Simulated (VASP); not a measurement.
Data:

```
Cu2O
1.0
    4.29526     0.00000     0.00000
    0.00000     4.29526     0.00000
    0.00000     0.00000     4.29526
Cu O
4 2
Direct
  0.75000   0.25000   0.75000
  0.25000   0.75000   0.75000
  0.75000   0.75000   0.25000
  0.25000   0.25000   0.25000
  0.00000   0.00000   0.00000
  0.50000   0.50000   0.50000
```

The numbers are results of optB88-vdW, VASP's PBE PAW potentials (set 64) (plane waves; VASP), not measurements. Settings: 520 eV cut-off, Gaussian smearing of 0.050 eV, potentials Cu O.

### Question
Estimate the band gap (along the path) with the smallest direct gap where there is one.

### Answer

```
Quantity                                Value
------------------------------------  -------
band gap (along the path)             0.58 eV
smallest direct gap (along the path)  0.58 eV
```

Total energies compare only between runs with the same potentials, cut-off and functional.

The compound is Cu2O in the cuprite structure. It was relaxed first.
